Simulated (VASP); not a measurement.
Output of a VASP run:

File OSZICAR:
```
       N       E                     dE             d eps       ncg     rms          rms(c)
DAV:   1     0.175693406656E+03    0.17569E+03   -0.13419E+04  3424   0.977E+02
DAV:   2    -0.690720492768E+01   -0.18260E+03   -0.17879E+03  3794   0.290E+02
DAV:   3    -0.156896566436E+02   -0.87825E+01   -0.87575E+01  4076   0.645E+01
DAV:   4    -0.157794172424E+02   -0.89761E-01   -0.89725E-01  3832   0.644E+00
DAV:   5    -0.157809239821E+02   -0.15067E-02   -0.15067E-02  4094   0.787E-01    0.120E+01
DAV:   6    -0.147946772074E+02    0.98625E+00   -0.23988E+00  4334   0.161E+01    0.924E+00
DAV:   7    -0.147553784369E+02    0.39299E-01   -0.73505E-01  3962   0.500E+00    0.357E+00
DAV:   8    -0.147412194139E+02    0.14159E-01   -0.12758E-01  3724   0.350E+00    0.495E-01
DAV:   9    -0.147394519156E+02    0.17675E-02   -0.21178E-02  4056   0.183E+00    0.136E-01
DAV:  10    -0.147391979609E+02    0.25395E-03   -0.12986E-03  4062   0.410E-01    0.753E-02
DAV:  11    -0.147392071505E+02   -0.91896E-05   -0.84000E-05  3938   0.618E-02    0.802E-02
DAV:  12    -0.147392075112E+02   -0.36067E-06   -0.70143E-07  2676   0.631E-03
   1 F= -.14739208E+02 E0= -.14739208E+02  d E =-.195914E-11
```

**OUTCAR**
```
------------------------ aborting loop because EDIFF is reached ----------------------------------------
  FORCE on cell =-STRESS in cart. coord.  units (eV):
  Direction    XX          YY          ZZ          XY          YZ          ZX
  --------------------------------------------------------------------------------------
  Total       -1.2712458     -0.9329556     -1.7077573      0.6559631      0.3933113      0.2008185
  in kB      -20.4192384    -14.9854917    -27.4306550     10.5363318      6.3175179      3.2256233
  external PRESSURE =     -20.9451284 kB  Pullay stress =       0.0000000 kB
  volume of cell :       99.75
      direct lattice vectors                 reciprocal lattice vectors
     2.070000000 -3.585345000  0.000000000     0.241545894 -0.139456593  0.000000000
     2.070000000  3.585345000  0.000000000     0.241545894  0.139456593  0.000000000
     0.000000000  0.000000000  6.720000000     0.000000000  0.000000000  0.148809524
  FREE ENERGIE OF THE ION-ELECTRON SYSTEM (eV)
  ---------------------------------------------------
  free  energy   TOTEN  =       -14.7392075112 eV

  energy  without entropy=      -14.7392075112  energy(sigma->0) =      -14.73920751
```
(Selected blocks of OUTCAR.)

File POSCAR:
```
CdS
1
    2.0700000000    -3.5853450000     0.0000000000
    2.0700000000     3.5853450000     0.0000000000
    0.0000000000     0.0000000000     6.7200000000
Cd S
2 2
Direct
  0.6635020000   0.3143350000   0.5000240000
  0.3390290000   0.6745300000  -0.0046790000
  0.6552150000   0.3396920000   0.8786370000
  0.3422540000   0.6714440000   0.3800180000
```

**Question.** Write an INCAR and KPOINTS that could have produced this output.

**Answer.** Several could match; the one computed here: the input of the run itself, LDA (Ceperley-Alder, Perdew-Zunger), plane waves, VASP's LDA PAW potentials (set 64).

File KPOINTS:
```
kpoints
0
Gamma
 6 6 4
0 0 0
```

INCAR:
```
ALGO = Normal
EDIFF = 1E-6
ENCUT = 300
ISIF = 2
ISMEAR = -1
LASPH = .TRUE.
LCHARG = .FALSE.
LMAXMIX = 4
LREAL = .FALSE.
LWAVE = .FALSE.
NELM = 100
PREC = Accurate
SIGMA = 0.02
SYSTEM = CdS
```

POTCAR, in this order: Cd S (LDA.64 set). Program: vasp_std.

At this cut-off the stress carries a Pulay error, which pulls relaxed volumes low.

The structure is a typed CdS crystal. The cell was not relaxed at this level, atoms are displaced from their ideal sites.
